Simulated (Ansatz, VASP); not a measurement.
# InPt3C: VASP beside Ansatz

Aim: how closely do two programs agree when they are given the same cell, functional and k mesh? The cell is taken from a series of runs on this material, whose earlier steps may have relaxed, scaled, displaced or heated it; both programs get it as it stands.

Method: plane waves, with VASP 6.6.1 beside it; PBEsol, in Ansatz 0.2.0.

### 1. The starting structure

It takes space group Pmna (No. 53, orthorhombic). Conventional cell: a = 6.214 Å, b = 4.306 Å, c = 5.604 Å, α = 90.00°, β = 90.00°, γ = 90.00°. Nearest to In lie 6 Pt at 2.74 to 2.80 Å. Nearest to Pt lie 2 C at 2.13 Å and 2 In at 2.74 Å and 2 Pt at 2.74 Å. Pt has 2 C at 2.15 Å and 4 Pt at 2.74 Å and 2 In at 2.80 Å nearest. Nearest to C lie 6 Pt at 2.13 to 2.15 Å. Farther neighbours are not listed.

### 2. Ansatz: relaxation of cell and atoms, PBEsol, pair 1

Ansatz runs on its PAW soft_1 files.

The relaxed volume is the usual yardstick between codes: in a stiff, nearly cubic crystal its relative difference is about their pressure difference at one cell divided by the bulk modulus.

Input file input.yaml:

```yaml
crystal:
  lattice:
    - [6.2141519712, 0.0, 0.0]
    - [0.0, 4.3063147306, 0.0]
    - [0.0, 0.0, 5.6041772178]
  atoms:
    - { symbol: In, position: [0.5, 0.0, 0.5] }
    - { symbol: In, position: [0.0, 0.0, 0.0] }
    - { symbol: Pt, position: [0.25, 0.587490501, 0.75] }
    - { symbol: Pt, position: [0.75, 0.412509499, 0.25] }
    - { symbol: Pt, position: [0.25, 0.412509499, 0.25] }
    - { symbol: Pt, position: [0.75, 0.587490501, 0.75] }
    - { symbol: Pt, position: [0.0, 0.0, 0.5] }
    - { symbol: Pt, position: [0.5, 0.0, 0.0] }
    - { symbol: C, position: [0.0, 0.5, 0.5] }
    - { symbol: C, position: [0.5, 0.5, 0.0] }
kpoints:
  mp_grid: { grid: [6, 8, 6] }
hamiltonian:
  xc: pbesol
  pseudopotentials: { kind: paw, azcp: { folder: soft_1 }, xc_functional: pbe }
scf:
  occupations: { method: methfessel_paxton, width: 0.2 }
output:
  forces: true
  stress: true
  eigenvalues: true
relax:
  adjacent_minimum: "off"
  f_tol: 0.001
  max_steps: 60
  cell: { stress_tol: 0.01 }
```

The run is started by

```bash
> ansatz run input.yaml --threads 4 --pin off --max-ram 10240MiB --backend cpu --events-out ev --progress --plain --runs-dir out
```

Numbers of over 12 decimals in the logs are rounded to 6 here.

Log:

```text
Engine: ansatz 0.2.0, aarch64-unknown-linux-gnu
Pseudopotentials: kind: paw
Pseudopotential: In, paw, valence charge 13, recommended cutoff 420 eV (normal), soft_1/In.paw.azcp
Pseudopotential: Pt, paw, valence charge 18, recommended cutoff 420 eV (normal), soft_1/Pt.paw.azcp
Pseudopotential: C, paw, valence charge 4, recommended cutoff 420 eV (normal), soft_1/C.paw.azcp
Functional definition: PBEsol
  exchange = pbesol_x
  correlation = pbesol_c
Crystal: 10 atoms, lattice volume = 149.968 Å³
Basis set: ecut = 420 eV, 2929 PW (Γ), exchange–correlation on 90×60×80 points (8 copies of the dense FFT grid, shifted against one another)
Bands: 86, of which v1, the nominal top of the filled ones, is band 71 counted from 1 (70 counted from 0)
Symmetry: 8 space group operations
Space group: Pmna (ITA 53), of the structure as read, at distance tolerance 5.3e-5 Å
k-points: 80 of 288
Non-local potential: In, projectors of the file, l = 0: 2, l = 1: 2, l = 2: 2, l = 3: 1
Non-local potential: Pt, projectors of the file, l = 0: 3, l = 1: 2, l = 2: 2, l = 3: 1
Non-local potential: C, projectors of the file, l = 0: 2, l = 1: 2, l = 2: 1
PAW form: soft (Blöchl's): semilocal exchange-correlation on the pseudo side does not see the compensation charge
PAW frozen core: In, regenerated for the run's functional, and the local potential with it (the file was generated under x = pbe(κ = 0.804, μ = 0.219515), c = pbe(β = 0.066725))
PAW frozen core: Pt, regenerated for the run's functional, and the local potential with it (the file was generated under x = pbe(κ = 0.804, μ = 0.219515), c = pbe(β = 0.066725))
PAW frozen core: C, regenerated for the run's functional, and the local potential with it (the file was generated under x = pbe(κ = 0.804, μ = 0.219515), c = pbe(β = 0.066725))
PAW one-centre angular grid: In, 590 points (default); XC on 64 Gauss nodes
PAW one-centre angular grid: Pt, 590 points (default); XC on 64 Gauss nodes
PAW one-centre angular grid: C, 110 points (default); XC on 64 Gauss nodes
Initial density: superposition of atomic densities (chi_scale 0.1, normalization cell, long waves kept (reshape's long-wave potential 0.00 eV rms))
Initial wavefunctions: pseudopotential atomic-orbital guess
Functional: x = pbesol(κ = 0.804, μ = 0.123457), c = pbesol(β = 0.046)
SCF iter   1: F=—  HF=-85860.864350 eV  |F-HF|=—  |Δ(HF+E_count)|=         —  Δρ=1.12e-1  dr2=2.34e1  ethr=3.10e-3  ⟨swp⟩=5.3  Hψ=22891  notcnv=0
preconditioner: auto → Kerker (q_TF=auto, 2.704 Å⁻¹)  [metal: Δε(μ)=0.007 eV  Ē_g=10.875 eV  σ=0.200 eV  W_gap=0.03  n_scr=46 (ndim 8)  ℏωp=29.4 eV  f_vac=0.000  D(μ)=4.84/eV (n_scr^D=34)]
SCF iter   2: F=—  HF=-85856.552528 eV  |F-HF|=—  |Δ(HF+E_count)|=    4.31e0  S|Δr|=    0.00e0  Δρ=5.42e-2  dr2=5.85e0  ethr=3.10e-3  ⟨swp⟩=2.0  Hψ=10975  notcnv=0  defer=445
SCF iter   3: F=—  HF=-85855.135169 eV  |F-HF|=—  |Δ(HF+E_count)|=    1.42e0  S|Δr|=    0.00e0  Δρ=8.08e-3  dr2=1.18e-1  ethr=3.10e-3  ⟨swp⟩=2.0  Hψ=10068  notcnv=0  defer=445
SCF iter   4: F=—  HF=-85855.106947 eV  |F-HF|=—  |Δ(HF+E_count)|=   2.82e-2  S|Δr|=    0.00e0  Δρ=1.46e-3  dr2=5.93e-3  ethr=8.32e-5  ⟨swp⟩=1.9  Hψ=10071  notcnv=0  defer=439
SCF iter   5: F=—  HF=-85855.105619 eV  |F-HF|=—  |Δ(HF+E_count)|=   1.33e-3  S|Δr|=    0.00e0  Δρ=4.36e-4  dr2=6.61e-4  ethr=4.17e-6  ⟨swp⟩=2.0  Hψ=8203  notcnv=0  defer=439
SCF iter   6: F=—  HF=-85855.105420 eV  |F-HF|=—  |Δ(HF+E_count)|=   1.99e-4  S|Δr|=    0.00e0  Δρ=1.18e-4  dr2=2.27e-5  ethr=4.66e-7  ⟨swp⟩=2.0  Hψ=10061  notcnv=0  defer=439
SCF iter   7: F=—  HF=-85855.105435 eV  |F-HF|=—  |Δ(HF+E_count)|=   1.49e-5  S|Δr|=    0.00e0  Δρ=3.40e-5  dr2=1.72e-6  ethr=1.60e-8  ⟨swp⟩=2.1  Hψ=9655  notcnv=0  defer=439
SCF iter   8: F=—  HF=-85855.105434 eV  |F-HF|=—  |Δ(HF+E_count)|=   4.30e-7  S|Δr|=    0.00e0  Δρ=8.11e-6  dr2=1.21e-7  ethr=1.21e-9  ⟨swp⟩=2.0  Hψ=9736  notcnv=0  defer=439
SCF iter   9: F=-85855.105434 eV  HF=-85855.105434 eV  |F-HF|=9.94e-9  |Δ(HF+E_count)|=   1.07e-8  S|Δr|=    0.00e0  Δρ=2.31e-6  dr2=1.65e-8  ethr=7.04e-11  ⟨swp⟩=10.0  Hψ=26059  notcnv=0
SCF 1 converged in 9 iterations: F = -85855.105434 eV  dr2 = 1.65e-8
  greatest PAW one-centre occupation: 1.000 electrons in one spin orbital (limit 2), on the Pt atom at site 7 (counted from 0), in its partial waves of l = 0
relax step   1: F+E_penalty+E_count = -85855.10543434 eV  Δ(F+E_penalty+E_count) = +0.000e0 eV  max|allowed force component| = 1.871e-4 eV/Å  Δτ_max = 0.0000 Å  P = +0.001 GPa  Ω = 149.968 Å³  (9 SCF iters, dr2 threshold 1.00e-7 eV, accepted)
Initial density: handed on by an earlier stage of this run
Initial wavefunctions: pseudopotential atomic-orbital guess (no wavefunctions were taken with the density)
iter 1 solved again at ethr=1.25e-7 eV; its pass at ethr=3.10e-3 eV (dr2=1.77e-4 eV) is discarded
SCF iter   1: F=—  HF=-85855.105431 eV  |F-HF|=—  |Δ(HF+E_count)|=         —  Δρ=2.64e-6  dr2=1.86e-8  ethr=1.25e-7  ⟨swp⟩=3.0  Hψ=39335  notcnv=0
eigensolver tolerance schedule: the retry pair's looser diagonalisation over-reported the residual by 9535.57 of it (diagonalisation noise at 0.62 of the residual, at the tolerance the schedule requests for it); recorded, not acted on — ethr = c·dr2/N_el stays at c = 1.0e-1
preconditioner: auto → Kerker (q_TF=auto, 2.704 Å⁻¹)  [metal: Δε(μ)=0.015 eV  Ē_g=10.778 eV  σ=0.200 eV  W_gap=0.06  n_scr=46 (ndim 8)  ℏωp=29.4 eV  f_vac=0.000  D(μ)=3.64/eV (n_scr^D=20)]
SCF iter   2: F=—  HF=-85855.105434 eV  |F-HF|=—  |Δ(HF+E_count)|=   3.05e-6  S|Δr|=    0.00e0  Δρ=1.65e-6  dr2=8.91e-9  ethr=1.31e-11  ⟨swp⟩=3.0  Hψ=14975  notcnv=0
SCF iter   3: F=—  HF=-85855.105434 eV  |F-HF|=—  |Δ(HF+E_count)|=   1.72e-9  S|Δr|=    0.00e0  Δρ=8.20e-7  dr2=2.04e-9  ethr=6.27e-12  ⟨swp⟩=1.3  Hψ=7097  notcnv=0
SCF iter   4: F=—  HF=-85855.105434 eV  |F-HF|=—  |Δ(HF+E_count)|=  5.82e-10  S|Δr|=    0.00e0  Δρ=4.77e-7  dr2=2.22e-10  ethr=1.43e-12  ⟨swp⟩=2.1  Hψ=9393  notcnv=0
SCF iter   5: F=—  HF=-85855.105434 eV  |F-HF|=—  |Δ(HF+E_count)|=  5.82e-11  S|Δr|=    0.00e0  Δρ=1.62e-7  dr2=2.87e-11  ethr=1.00e-12  ⟨swp⟩=1.0  Hψ=6880  notcnv=0
SCF iter   6: F=-85855.105434 eV  HF=-85855.105434 eV  |F-HF|=2.91e-11  |Δ(HF+E_count)|=  2.91e-11  S|Δr|=    0.00e0  Δρ=2.80e-8  dr2=1.90e-12  ethr=1.00e-12  ⟨swp⟩=4.1  Hψ=28733  notcnv=0
SCF 2 converged in 6 iterations: F = -85855.105434 eV  dr2 = 1.90e-12
relax step   2: F+E_penalty+E_count = -85855.10543435 eV  Δ(F+E_penalty+E_count) = -5.908e-9 eV  max|allowed force component| = 2.032e-4 eV/Å  Δτ_max = 0.0000 Å  P = +0.001 GPa  Ω = 149.968 Å³  stress off target by 3.41e-3 GPa  SCF on the basis re-selected at this cell (its energy is not comparable with the rows above)  (6 SCF iters)
basis re-selected at this cell: Δ(F+E_penalty+E_count) = -5.908e-9 eV, ΔP = +0.000 GPa vs the last step (what re-selecting the basis moved, of the pressure what is left beyond the Pulay correction that the steps carried, after the strain that the cell walked since its last selection, with what the two solves' SCF thresholds leave and, on support functions, any second-order correction that the steps lacked; it is no m [...]
SCF converged after 6 iterations
Stability not checked: this state was not tested for a lower state beside it, because cold or Methfessel-Paxton smearing, or corrected tetrahedra, fill the levels in a way that the test cannot read (fill_not_monotonic; see scf.lower_state_search)
Free energy (F): -85855.105434 eV
Harris-Foulkes:  -85855.105434 eV  (|F-HF|=2.91e-11)
Internal energy: -85855.105467 eV  (E = F + TS)
E sigma→0 (E₀):  -85855.105443 eV
Entropy (-TS):   0.000033 eV (0.003 meV/atom)
Fermi energy:    18.929739 eV
Step filling:    the computed levels leave a gap of 0.0113 eV = 0.1 smearing widths at the electron count; against every level under it full and every level over it empty, smearing changes F+E_penalty+E_count by -1.530 meV and its σ→0 estimate by -1.539 meV
--- Per-component energies (eV) ---
  E_band       = -1042.909296
  E_kinetic    = 4199.122825
  E_local      = -12257.993644  (includes V_loc(G=0)·N_el)
  E_nonlocal   = 1949.274946
  E_hartree    = 4741.492803
  E_xc         = -1763.365677
  E_vxc        = -1921.279362  (∫ρ·V_xc dr)
  E_paw        = -64547.033916  (= ΣΔE_a)
  E_vpaw       = -2495.026713  (= ΣTr[D̂ρ^β])
  E_aug_tail   = 0.006956  (compensation charges beyond the density's cutoff)
  E_ewald      = -18178.845956
  E_core_change = 2.236195  (= ΣΔE_core)
  E_smearing   = 0.000033  (= −TS)
  E_closure    = 0.000000  (closes the sum)
  Σ components = -85855.105434   (vs F -85855.105434, Δ=0.00e0)
--- Forces (eV/Å), atoms counted from 1 ---
  atom   1  In     0.00000000     0.00000000     0.00000000
  atom   2  In     0.00000000     0.00000000    -0.00000000
  atom   3  Pt     0.00000000    -0.00020325     0.00000000
  atom   4  Pt     0.00000000     0.00020325     0.00000000
  atom   5  Pt     0.00000000     0.00020325     0.00000000
  atom   6  Pt     0.00000000    -0.00020325     0.00000000
  atom   7  Pt     0.00000000     0.00000000     0.00000000
  atom   8  Pt     0.00000000    -0.00000000     0.00000000
  atom   9  C      0.00000000     0.00000000     0.00000000
  atom  10  C      0.00000000     0.00000000    -0.00000000
  max |Σ_I F_I| component: 3.47e-18 eV/Å
--- Stress (GPa, compression-positive) ---
        0.003407       0.000000       0.000000
        0.000000       0.000394       0.000000
        0.000000       0.000000      -0.000751
  P = ⅓ Tr σ = 0.0010 GPa (0.010 kbar)
--- Band table (eV; the first three rows and the last of 80) ---
  k-point 0: bands = [... 67 lower, 17.7690, 17.7762, 17.8034, 18.2253, 18.5835, 18.6508, 20.7247, 21.0791, ... 11 higher]
  k-point 1: bands = [... 67 lower, 17.6225, 17.7996, 17.9346, 18.1343, 18.5491, 19.0510, 20.4344, 21.2703, ... 11 higher]
  k-point 2: bands = [... 67 lower, 17.7178, 17.8374, 17.9332, 18.0739, 18.3317, 19.7669, 20.0480, 21.3999, ... 11 higher]
  k-point 79: bands = [... 67 lower, 17.6653, 17.8912, 17.8912, 18.2300, 18.2300, 20.9452, 20.9452, 20.9712, ... 11 higher]
--- Relaxed structure (1 steps of the walk, 1 accepted, 1 SCFs on fresh bases) ---
  F+E_penalty+E_count = -85855.10543435 eV   max|allowed force component| = 2.032e-4 eV/Å   (the final SCF, on the basis selected at the relaxed cell)
  cell:  # Å, volume = 149.9683 Å³
    - [6.2141519712, 0.0, 0.0]
    - [0.0, 4.3063147306, 0.0]
    - [0.0, 0.0, 5.6041772178]
  atoms:
    - { symbol: In, position: [0.5, 0.0, 0.5] }
    - { symbol: In, position: [0.0, 0.0, 0.0] }
    - { symbol: Pt, position: [0.25, 0.587490501, 0.75] }
    - { symbol: Pt, position: [0.75, 0.412509, 0.25] }
    - { symbol: Pt, position: [0.25, 0.412509, 0.25] }
    - { symbol: Pt, position: [0.75, 0.587490501, 0.75] }
    - { symbol: Pt, position: [0.0, 0.0, 0.5] }
    - { symbol: Pt, position: [0.5, 0.0, 0.0] }
    - { symbol: C, position: [0.0, 0.5, 0.5] }
    - { symbol: C, position: [0.5, 0.5, 0.0] }
```

The column dr2 measures how far the density is from self-consistency, as an energy; F and HF (Harris–Foulkes) agree once it is small.

[end of part 1 of 3]

[Lines on the potential files, build, host, timing and source positions are cut from VASP's logs without a mark.]

[Logs are printed without paths, hosts, clocks, repeated set-up lines and the standing remarks that a program may print on its own settings, such as how far it seeks lower states.]

[Hosts, paths, dates, database ids (printed as entryN), source tags and the programs' standing remarks are cut or masked in the printed files.]
